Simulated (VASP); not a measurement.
Energy against volume of KMgF$_{3}$ (cubic perovskite). Calculation: revPBE GGA, VASP's PBE PAW potentials (set 64) (plane waves; VASP).

```
V (Å³/atom)  E (eV/atom)
-----------  -----------
13.036          -4.64206
13.452          -4.65102
13.868          -4.65443
14.284          -4.65318
14.700          -4.64788
```

Q: Fit a third-order Birch-Murnaghan equation of state.

A: 
| Property | Value |
|---|---|
| volume per atom | 13.95 Å³/atom |
| bulk modulus | 587 kbar |
| pressure derivative of the bulk modulus | 4.30 |
| lattice constant a | 4.117 Å |

The compound is KMgF3 in the cubic perovskite structure. It was relaxed first, which changed the volume by +10 %.
